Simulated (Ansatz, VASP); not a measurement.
# Cross-check of SiO2 between VASP and Ansatz

Wanted: the spread between two codes on one cell, functional and k mesh. The cell is taken from a series of runs on this material, whose earlier steps may have relaxed, scaled, displaced or heated it; both programs get it as it stands.

Main program and level: Ansatz 0.2.0; plane waves, with VASP 6.6.1 beside it; single point at LDA.

## 1. Starting point

Symmetry: Imma, No. 74, orthorhombic system. The conventional cell has a = 5.142 Å, b = 9.362 Å, c = 8.706 Å, α = 90.00°, β = 90.00°, γ = 90.00°. Nearest to Si lie 4 O at 1.57 to 1.60 Å. Nearest to O lie 2 Si at 1.60 Å. Nearest to O lie 2 Si at 1.59 Å. O has 2 Si at 1.57 Å nearest. Farther neighbours and most contacts between anions are not listed.

As a file:

```cif
data_structure
_symmetry_space_group_name_H-M 'Imma'
_symmetry_Int_Tables_number 74
_cell_length_a 5.1417
_cell_length_b 9.3624
_cell_length_c 8.7057
_cell_angle_alpha 90.000
_cell_angle_beta 90.000
_cell_angle_gamma 90.000
_cell_volume 419.08
loop_
_atom_site_label
_atom_site_type_symbol
_atom_site_symmetry_multiplicity
_atom_site_Wyckoff_symbol
_atom_site_fract_x
_atom_site_fract_y
_atom_site_fract_z
_atom_site_occupancy
Si1 Si 8 h 0.00000 0.08149 0.84234 1
O1 O 4 e 0.50000 0.75000 0.37096 1
O2 O 8 g 0.75000 0.03157 0.75000 1
O3 O 4 a 0.00000 0.00000 0.00000 1
```

## 2. VASP: single point, LDA, pair 1

With cell and atoms fixed, the geometry can't cause a difference; cores, projectors, grids and the points listed under the comparison can.

Lines of VASP's logs that name or quote its potential files are left out, and so is its time.

Input file INCAR:

```
SYSTEM = SiO2
PREC = Accurate
ENCUT = 600
EDIFF = 1E-06
NELM = 120
ISMEAR = -1
SIGMA = 0.02
LREAL = .FALSE.
ALGO = Normal
GGA = CA
NBANDS = 44
LORBIT = 11
LWAVE = .FALSE.
LCHARG = .FALSE.
ISIF = 2
LASPH = .TRUE.
GGA_COMPAT = .FALSE.
EFERMI = MIDGAP
KPAR = 2
```

Input file POSCAR:

```
SiO2
1.0
   -2.5708697308      4.6812184349      4.3528412305
    2.5708697308     -4.6812184349      4.3528412305
    2.5708697308      4.6812184349     -4.3528412305
Si O
4 8
Direct
    0.9238337018      0.8423442241      0.0814894777
    0.7391452536      0.1576557759      0.5814894777
    0.0761662982      0.1576557759      0.9185105223
    0.2608547464      0.8423442241      0.4185105223
    0.1209591057      0.8709591057      0.2500000000
    0.8790408943      0.1290408943      0.7500000000
    0.7815677327      0.5000000000      0.7815677327
    0.2184322673      0.0000000000      0.7184322673
    0.2184322673      0.5000000000      0.2184322673
    0.7815677327      0.0000000000      0.2815677327
    0.0000000000      0.0000000000      0.0000000000
    0.5000000000      0.0000000000      0.5000000000
```

Input file KPOINTS:

```
Automatic mesh
0
Gamma
6 6 6
0 0 0
```

The projector-augmented-wave data sets are Si and O (LDA family, release 64).

Command:

```sh
$ mpirun -np 2 vasp_std
```

Numbers of over 12 decimals in the logs are rounded to 6 here.

Log:

```text
[banner, memory and clock lines left out]
running    2 mpi-ranks, on    1 nodes
 distrk:  each k-point on    1 cores,    2 groups
 distr:  one band on    1 cores,    1 groups

 POSCAR found type information on POSCAR SiO
 POSCAR found :  2 types and      12 ions
 LDA part: xc-table for (Slater(with rela. corr.)+CA(PZ))
 , standard interpolation
 POSCAR, INCAR and KPOINTS ok, starting setup
 FFT: planning ... GRIDC
 FFT: planning ... GRID_SOFT
 FFT: planning ... GRID
 WAVECAR not read
 entering main loop
       N       E                     dE             d eps       ncg     rms          rms(c)
DAV:   1     0.466070680669E+03    0.46607E+03   -0.33659E+04  4048   0.144E+03
DAV:   2    -0.744471259137E+02   -0.54052E+03   -0.51592E+03  5272   0.319E+02
DAV:   3    -0.117464506377E+03   -0.43017E+02   -0.42795E+02  4912   0.963E+01
DAV:   4    -0.118120092875E+03   -0.65559E+00   -0.65428E+00  5104   0.131E+01
DAV:   5    -0.118133274684E+03   -0.13182E-01   -0.13173E-01  5008   0.181E+00    0.320E+01
DAV:   6    -0.103942187936E+03    0.14191E+02   -0.54209E+01  4636   0.336E+01    0.159E+01
DAV:   7    -0.103612480107E+03    0.32971E+00   -0.16738E+00  4952   0.523E+00    0.550E+00
DAV:   8    -0.103451685829E+03    0.16079E+00   -0.11016E-01  5044   0.186E+00    0.208E+00
DAV:   9    -0.103422402366E+03    0.29283E-01   -0.45976E-02  5112   0.115E+00    0.358E-01
DAV:  10    -0.103427883698E+03   -0.54813E-02   -0.48765E-03  4428   0.369E-01    0.137E-01
DAV:  11    -0.103429314771E+03   -0.14311E-02   -0.12187E-03  4720   0.203E-01    0.360E-02
DAV:  12    -0.103429818073E+03   -0.50330E-03   -0.24095E-04  4524   0.746E-02    0.340E-02
DAV:  13    -0.103429922876E+03   -0.10480E-03   -0.34839E-05  4800   0.349E-02    0.183E-02
DAV:  14    -0.103429945555E+03   -0.22678E-04   -0.13679E-05  4496   0.175E-02    0.364E-03
DAV:  15    -0.103429947357E+03   -0.18027E-05   -0.40795E-06  4672   0.130E-02    0.367E-03
DAV:  16    -0.103429947636E+03   -0.27886E-06   -0.13889E-06  3296   0.724E-03
   1 F= -.10342995E+03 E0= -.10342995E+03  d E =0.000000E+00
```

OUTCAR, selected parts (step 2):

```text
ion  position               nearest neighbor table
   1  0.924  0.842  0.081-  11 1.57  10 1.59   7 1.59   5 1.60   2 3.03   2 3.03   3 3.14
   2  0.739  0.158  0.581-  12 1.57  10 1.59   7 1.59   6 1.60   1 3.03   1 3.03   4 3.14
   3  0.076  0.158  0.919-  11 1.57   8 1.59   9 1.59   6 1.60   4 3.03   4 3.03   1 3.14
   4  0.261  0.842  0.419-  12 1.57   9 1.59   8 1.59   5 1.60   3 3.03   3 3.03   2 3.14
   5  0.121  0.871  0.250-   4 1.60   1 1.60
   6  0.879  0.129  0.750-   2 1.60   3 1.60
   7  0.782  0.500  0.782-   1 1.59   2 1.59
   8  0.218  0.000  0.718-   3 1.59   4 1.59
   9  0.218  0.500  0.218-   3 1.59   4 1.59
  10  0.782  0.000  0.282-   1 1.59   2 1.59
  11  0.000  0.000  0.000-   1 1.57   3 1.57
  12  0.500  0.000  0.500-   2 1.57   4 1.57

  LATTYP: Found a body centered orthorhombic cell.
 ALAT       =     5.1417394616
 B/A-ratio  =     1.6931395544
 C/A-ratio  =     1.8208695598

 Subroutine GETGRP returns: Found  8 space group operations
 (whereof  4 operations were pure point group operations)

The static configuration has the point symmetry C_2h.
 The point group associated with its full space group is D_2h.

 Found     46 irreducible k-points:

   k-points           NKPTS =     46   k-points in BZ     NKDIM =     46   number of bands    NBANDS=     44

   dimension x,y,z NGX =    56 NGY =   56 NGZ =   56
   dimension x,y,z NGXF=   112 NGYF=  112 NGZF=  112

   ENCUT  =  600.0 eV  44.10 Ry    6.64 a.u.  13.76 13.76 13.76*2*pi/ulx,y,z

   NELECT =      64.0000    total number of electrons

 k-points in reciprocal lattice and weights: Automatic mesh
   0.00000000  0.00000000  0.00000000       0.005
   0.16666667  0.00000000 -0.00000000       0.019
   0.33333333 -0.00000000  0.00000000       0.019
   0.50000000  0.00000000 -0.00000000       0.009
   0.00000000  0.16666667 -0.00000000       0.019
   0.16666667  0.16666667  0.00000000       0.037
   0.33333333  0.16666667  0.00000000       0.037
   0.50000000  0.16666667 -0.00000000       0.037
  -0.33333333  0.16666667 -0.00000000       0.037
[...]
-0.33333333 -0.33333333  0.33333333       0.009
   0.50000000  0.50000000  0.50000000       0.005

 average (electrostatic) potential at core
       1 -90.4113       2 -90.4113       3 -90.4113       4 -90.4113       5 -76.2094
       6 -76.2094       7 -75.9719       8 -75.9719       9 -75.9719      10 -75.9719
      11 -75.9733      12 -75.9733

 E-fermi :   1.3865

 k-point     1 :       0.0000    0.0000    0.0000
  band No.  band energies     occupation
    ...
     28      -2.8838      2.00000
     29      -2.4408      2.00000
     30      -2.1170      2.00000
     31      -1.9589      2.00000
     32      -1.2889      2.00000
     33       4.0619      0.00000
     34       6.8725      0.00000
     35       7.8102      0.00000
     36       7.8278      0.00000
     37       7.8410      0.00000
    ...

 k-point     2 :       0.1667    0.0000   -0.0000
  band No.  band energies     occupation
    ...
     28      -2.6797      2.00000
     29      -2.3497      2.00000
     30      -2.0655      2.00000
     31      -1.9397      2.00000
     32      -1.3290      2.00000
     33       4.2129      0.00000
     34       6.7117      0.00000
     35       7.4461      0.00000
     36       7.7769      0.00000
     37       8.0467      0.00000
    ...

 k-point     3 :       0.3333   -0.0000    0.0000
  band No.  band energies     occupation
    ...
     28      -2.6270      2.00000
     29      -2.1451      2.00000
     30      -2.0159      2.00000
     31      -1.8211      2.00000
     32      -1.4429      2.00000
     33       4.6248      0.00000
     34       6.1244      0.00000
     35       7.3681      0.00000
     36       7.6824      0.00000
     37       8.0331      0.00000
    ...

  Total        8.8420475      3.3608425      9.6350136      0.0000000      0.0000000      0.0000000
  in kB       67.6069946     25.6972673     73.6700764      0.0000000      0.0000000      0.0000000
  external PRESSURE =      55.6581128 kB  Pullay stress =       0.0000000 kB

  energy-cutoff  :      600.00
  volume of cell :      209.54
      direct lattice vectors                 reciprocal lattice vectors
    -2.570869731  4.681218435  4.352841231     0.000000000  0.106809799  0.114867502
     2.570869731 -4.681218435  4.352841231     0.194486712  0.000000000  0.114867502
     2.570869731  4.681218435 -4.352841231     0.194486712  0.106809799  0.000000000

 POSITION                                       TOTAL-FORCE (eV/Angst)
 -----------------------------------------------------------------------------------
      0.00000      0.76294      7.33318        -0.000000     -0.045911      0.040546
      0.00000      5.44416      1.37250         0.000000     -0.045911     -0.040546
      2.57087      3.91828     -2.98034        -0.000000      0.045911     -0.040546
      2.57087     -0.76294      2.98034         0.000000      0.045911      0.040546
      2.57087     -2.34061      3.22945        -0.000000     -0.000000     -0.010290
     -0.00000      7.02183      1.12339        -0.000000     -0.000000      0.010290
      1.28543      4.97677      2.17642        -0.000000      0.007669      0.000000
      1.28543      4.38567     -2.17642        -0.000000     -0.007669     -0.000000
      1.28543     -0.29555      2.17642        -0.000000     -0.007669     -0.000000
     -1.28543      4.97677      2.17642        -0.000000      0.007669      0.000000
      0.00000      0.00000      0.00000        -0.000000     -0.000000      0.000000
      0.00000      4.68122      0.00000        -0.000000     -0.000000      0.000000
 -----------------------------------------------------------------------------------
    total drift:                                0.000000     -0.000000     -0.000000

  FREE ENERGIE OF THE ION-ELECTRON SYSTEM (eV)
  ---------------------------------------------------
  free  energy   TOTEN  =      -103.4299476361 eV

  energy  without entropy=     -103.4299476361  energy(sigma->0) =     -103.42994764

 total charge
# of ion       s       p       d       tot
------------------------------------------
    1        0.664   1.078   0.000   1.742
    2        0.664   1.078   0.000   1.742
    3        0.664   1.078   0.000   1.742
    4        0.664   1.078   0.000   1.742
    5        1.534   3.715   0.000   5.249
    6        1.534   3.715   0.000   5.249
    7        1.542   3.720   0.000   5.262
    8        1.542   3.720   0.000   5.262
    9        1.542   3.720   0.000   5.262
   10        1.542   3.720   0.000   5.262
   11        1.536   3.757   0.000   5.293
   12        1.536   3.757   0.000   5.293
--------------------------------------------------
tot         14.962  34.139   0.000  49.100

[... 3 further parts left out ...]
```

The run ends at a pressure of 5.57 GPa, with forces up to 0.061 eV/Å.

## 3. Ansatz: single point, LDA, pair 1

Ansatz runs on its PAW soft_1 files.

The same cell, functional (in two slightly different forms), mesh and smearing now go to Ansatz, which takes its cutoff from its data sets.

Input file input.yaml:

```yaml
crystal:
  lattice:
    - [-2.5708697308, 4.6812184349, 4.3528412305]
    - [2.5708697308, -4.6812184349, 4.3528412305]
    - [2.5708697308, 4.6812184349, -4.3528412305]
  atoms:
    - { symbol: Si, position: [0.9238337018, 0.8423442241, 0.0814894777] }
    - { symbol: Si, position: [0.7391452536, 0.1576557759, 0.5814894777] }
    - { symbol: Si, position: [0.0761662982, 0.1576557759, 0.9185105223] }
    - { symbol: Si, position: [0.2608547464, 0.8423442241, 0.4185105223] }
    - { symbol: O, position: [0.1209591057, 0.8709591057, 0.25] }
    - { symbol: O, position: [0.8790408943, 0.1290408943, 0.75] }
    - { symbol: O, position: [0.7815677327, 0.5, 0.7815677327] }
    - { symbol: O, position: [0.2184322673, 0.0, 0.7184322673] }
    - { symbol: O, position: [0.2184322673, 0.5, 0.2184322673] }
    - { symbol: O, position: [0.7815677327, 0.0, 0.2815677327] }
    - { symbol: O, position: [0.0, 0.0, 0.0] }
    - { symbol: O, position: [0.5, 0.0, 0.5] }
kpoints:
  mp_grid: { grid: [6, 6, 6] }
  band_path:
    path:
      - [0.0, 0.0, 0.0]
      - [0.5, -0.5, 0.5]
      - [0.32540191, -0.32540191, 0.67459809]
      - [-0.32540191, 0.32540191, 0.32540191]
      - [0.46615628, 0.46615628, -0.46615628]
      - [0.53384372, -0.46615628, 0.46615628]
      - [0.0, 0.5, 0.0]
      - [0.25, 0.25, 0.25]
    npoints: 1
hamiltonian:
  xc: lda
  pseudopotentials: { kind: paw, azcp: { folder: soft_1 }, xc_functional: pbe }
scf:
  occupations: { method: fermi_dirac, width: 0.02 }
  n_extra_bands: 8
output:
  eigenvalues: true
  forces: true
  stress: true
```

Command:

```sh
$ ansatz run input.yaml --threads 2 --pin off --max-ram 92160MiB --backend cuda --events-out ev --progress --plain --runs-dir out --devices 1 --max-vram 13GiB
```

Log:

```text
scf.n_extra_bands = 8 over 32 filled bands (N_el = 64.0): the run solves 40 bands
GPUs: using 1 of 1 available (devices: 1).
Engine: ansatz 0.2.0, x86_64-unknown-linux-gnu
Pseudopotentials: kind: paw
Pseudopotential: Si, paw, valence charge 4, recommended cutoff 420 eV (normal), soft_1/Si.paw.azcp
Pseudopotential: O, paw, valence charge 6, recommended cutoff 420 eV (normal), soft_1/O.paw.azcp
Functional definition: SPW92
  exchange = slater_x
  correlation = pw_c
device memory: the entry about to start is reckoned to put 3.4 GiB on a device that reports 61.1 GiB free (of which the cap on the GPU budget leaves the run 13.0 GiB)
GPU FFT provider: cuFFT
GPU libraries: cuBLAS 13.8.2, cuFFT 12.4.0, cuSOLVER 12.3.4
Crystal: 12 atoms, lattice volume = 209.542 Å³
Basis set: ecut = 420 eV, 4121 PW (Γ)
Bands: 40, of which v1, the nominal top of the filled ones, is band 32 counted from 1 (31 counted from 0)
Symmetry: 8 space group operations
Space group: Imma (ITA 74), of the structure as read, at distance tolerance 5.9e-5 Å
k-points: 46 of 216
Non-local potential: Si, projectors of the file, l = 0: 2, l = 1: 2, l = 2: 1
Non-local potential: O, projectors of the file, l = 0: 2, l = 1: 2, l = 2: 1
PAW form: soft (Blöchl's): semilocal exchange-correlation on the pseudo side does not see the compensation charge
PAW frozen core: Si, regenerated for the run's functional, and the local potential with it (the file was generated under x = pbe(κ = 0.804, μ = 0.219515), c = pbe(β = 0.066725))
PAW frozen core: O, regenerated for the run's functional, and the local potential with it (the file was generated under x = pbe(κ = 0.804, μ = 0.219515), c = pbe(β = 0.066725))
PAW one-centre angular grid: Si, 110 points (default); XC on 64 Gauss nodes
PAW one-centre angular grid: O, 110 points (default); XC on 64 Gauss nodes
Initial density: superposition of atomic densities (chi_scale 0.1, normalization cell, long waves kept (reshape's long-wave potential 0.05 eV rms))
Initial wavefunctions: pseudopotential atomic-orbital guess
GPU buffer pool allocated for 110592 grid points (all kernels)
GPU transforms: local potential and band sums: pruned to the plane-wave sphere, on 48×48×48
Functional: x = slater, c = lda
SCF iter   1: F=—  HF=-6897.956124 eV  |F-HF|=—  |Δ(HF+E_count)|=         —  Δρ=1.14e-1  dr2=2.43e1  ethr=3.10e-3  ⟨swp⟩=8.6  Hψ=9430  notcnv=0
preconditioner: auto → Resta (q_TF=auto, 2.239 Å⁻¹)  ε∞=2.3  [insulator: Δε(μ)=7.593 eV  Ē_g=17.679 eV  σ=0.020 eV  W_gap=1.00  n_scr=40 (ndim 8)  ℏωp=20.5 eV  f_vac=0.276  D(μ)=0.00/eV (n_scr^D=0)  ε∞_Penn≈2.3]
SCF iter   2: F=—  HF=-6890.869241 eV  |F-HF|=—  |Δ(HF+E_count)|=    7.09e0  Δρ=3.88e-2  dr2=1.35e0  ethr=3.10e-3  ⟨swp⟩=4.2  Hψ=5534  notcnv=0  defer=110
SCF iter   3: F=—  HF=-6890.535281 eV  |F-HF|=—  |Δ(HF+E_count)|=   3.34e-1  Δρ=1.71e-2  dr2=4.06e-1  ethr=2.11e-3  ⟨swp⟩=3.8  Hψ=3184  notcnv=0  defer=110
SCF iter   4: F=—  HF=-6890.426441 eV  |F-HF|=—  |Δ(HF+E_count)|=   1.09e-1  Δρ=1.46e-3  dr2=6.54e-3  ethr=6.35e-4  ⟨swp⟩=4.7  Hψ=3744  notcnv=0  defer=110
SCF iter   5: F=—  HF=-6890.432278 eV  |F-HF|=—  |Δ(HF+E_count)|=   5.84e-3  Δρ=1.08e-3  dr2=1.98e-3  ethr=1.02e-5  ⟨swp⟩=3.5  Hψ=3590  notcnv=0  defer=114
SCF iter   6: F=—  HF=-6890.432454 eV  |F-HF|=—  |Δ(HF+E_count)|=   1.76e-4  Δρ=3.67e-4  dr2=2.59e-4  ethr=3.09e-6  ⟨swp⟩=2.1  Hψ=3164  notcnv=0  defer=114
SCF iter   7: F=—  HF=-6890.432671 eV  |F-HF|=—  |Δ(HF+E_count)|=   2.18e-4  Δρ=6.29e-5  dr2=1.16e-5  ethr=4.04e-7  ⟨swp⟩=2.0  Hψ=2921  notcnv=0  defer=114
SCF iter   8: F=—  HF=-6890.432975 eV  |F-HF|=—  |Δ(HF+E_count)|=   3.03e-4  Δρ=3.25e-5  dr2=1.79e-6  ethr=1.82e-8  ⟨swp⟩=2.0  Hψ=2970  notcnv=0  defer=114
SCF iter   9: F=—  HF=-6890.432976 eV  |F-HF|=—  |Δ(HF+E_count)|=   1.72e-6  Δρ=8.82e-6  dr2=1.66e-7  ethr=2.79e-9  ⟨swp⟩=2.0  Hψ=3026  notcnv=0  defer=114
SCF iter  10: F=-6890.432977 eV  HF=-6890.432977 eV  |F-HF|=4.46e-8  |Δ(HF+E_count)|=   5.29e-7  Δρ=1.81e-6  dr2=1.09e-8  ethr=1.56e-10  ⟨swp⟩=16.3  Hψ=11485  notcnv=0
SCF 1 converged in 10 iterations: F = -6890.432977 eV  dr2 = 1.09e-8
  greatest PAW one-centre occupation: 0.858 electrons in one spin orbital (limit 2), on the O atom at site 9 (counted from 0), in its partial waves of l = 0
device memory: the entry about to start is reckoned to put 2.3 GiB on a device that reports 56.0 GiB free (of which the cap on the GPU budget leaves the run 13.0 GiB)
NSCF: frozen V_eff on 8 k-points
SCF converged after 10 iterations
Free energy (F): -6890.432977 eV
Harris-Foulkes:  -6890.432977 eV  (|F-HF|=4.46e-8)
Internal energy: -6890.432977 eV  (E = F + TS)
E sigma→0 (E₀):  -6890.432977 eV
Fermi energy:    2.357437 eV
--- Per-component energies (eV) ---
  E_band       = -483.660794
  E_kinetic    = 1558.529353
  E_local      = -5911.629410  (includes V_loc(G=0)·N_el)
  E_nonlocal   = 533.279325
  E_hartree    = 2320.209624
  E_xc         = -792.678415
  E_vxc        = -923.615985  (∫ρ·V_xc dr)
  E_paw        = -3167.937634  (= ΣΔE_a)
  E_vpaw       = -380.647987  (= ΣTr[D̂ρ^β])
  E_aug_tail   = 0.006840  (compensation charges beyond the density's cutoff)
  E_ewald      = -1431.325355
  E_core_change = 1.112695  (= ΣΔE_core)
  E_smearing   = -0.000000  (= −TS)
  E_closure    = 0.000000  (closes the sum)
  Σ components = -6890.432977   (vs F -6890.432977, Δ=0.00e0)
--- Forces (eV/Å), atoms counted from 1 ---
  atom   1  Si     0.00000000     0.00031621     0.00016201
  atom   2  Si     0.00000000     0.00031621    -0.00016201
  atom   3  Si     0.00000000    -0.00031621    -0.00016201
  atom   4  Si     0.00000000    -0.00031621     0.00016201
  atom   5  O      0.00000000     0.00000000     0.00186247
  atom   6  O      0.00000000     0.00000000    -0.00186247
  atom   7  O      0.00000000     0.00061848     0.00000000
  atom   8  O     -0.00000000    -0.00061848     0.00000000
  atom   9  O      0.00000000    -0.00061848     0.00000000
  atom  10  O     -0.00000000     0.00061848    -0.00000000
  atom  11  O      0.00000000     0.00000000     0.00000000
  atom  12  O      0.00000000     0.00000000     0.00000000
  max |Σ_I F_I| component: 5.42e-20 eV/Å
--- Stress (GPa, compression-positive) ---
        6.538279       0.000000       0.000000
        0.000000       2.544054       0.000000
        0.000000       0.000000       7.246711
  P = ⅓ Tr σ = 5.4430 GPa (54.430 kbar)
--- Band table (eV; the first three rows and the last of 46) ---
  k-point 0: bands = [... 28 lower, -1.4880, -1.1580, -1.0037, -0.3410, 5.0211, 7.8433, 8.7809, 8.7876, ... 4 higher]
  k-point 1: bands = [... 28 lower, -1.6080, -1.3709, -0.9167, -0.5113, 5.3374, 7.8493, 8.5804, 8.8344, ... 4 higher]
  k-point 2: bands = [... 28 lower, -1.7206, -1.2378, -0.9126, -0.8637, 6.1728, 7.8682, 8.6001, 8.7280, ... 4 higher]
  k-point 45: bands = [... 28 lower, -1.0398, -0.8128, -0.7793, -0.3514, 6.8926, 7.2802, 7.3152, 7.5882, ... 4 higher]
```

In the SCF lines HF is the Harris–Foulkes energy and dr2 the Hartree energy of the density residual, in eV; the loop may stop once dr2 is under the threshold and the program's other checks hold. Hψ counts applications of the Hamiltonian.

## 4. Side by side

Known differences besides the potentials themselves: the two LDA forms differ slightly; the cutoff is 420 eV in Ansatz and 600 eV in VASP; VASP's log shows a relativistic correction to its local exchange, Ansatz's none. Total energies have different zeros and are not compared.

The two programs side by side:

```
              quantity  Ansatz   VASP  difference
        pressure (GPa)    5.44   5.57       -0.12
gap on the k mesh (eV)   5.362  5.351      +0.011
```

Forces on 7 of the 12 atoms, those with the largest forces and the largest differences (eV/Å; atoms numbered as in POSCAR):

```
atom        Ansatz x, y, z           VASP x, y, z
 Si1   0.000, 0.000, 0.000   0.000, -0.046, 0.041
 Si2   0.000, 0.000, 0.000  0.000, -0.046, -0.041
 Si3   0.000, 0.000, 0.000   0.000, 0.046, -0.041
 Si4   0.000, 0.000, 0.000    0.000, 0.046, 0.041
  O5   0.000, 0.000, 0.002   0.000, 0.000, -0.010
  O6  0.000, 0.000, -0.002    0.000, 0.000, 0.010
  O7   0.000, 0.001, 0.000    0.000, 0.008, 0.000
```

The forces differ by 21 meV/Å r.m.s., where the r.m.s. force is 0.000 eV/Å in Ansatz and 0.021 eV/Å in VASP: the atoms lie near their places of rest in Ansatz, so a percentage would say little (all taken over all components). A gap on the mesh is an upper bound, since the band edges may lie between its points.

[end of part 1 of 2]

[Lines on the potential files, build, host, timing and source positions are cut from VASP's logs without a mark.]

[Logs are printed without paths, hosts, clocks, repeated set-up lines and the standing remarks that a program may print on its own settings, such as how far it seeks lower states.]

[Hosts, paths, dates, database ids (printed as entryN), source tags and the programs' standing remarks are cut or masked in the printed files.]
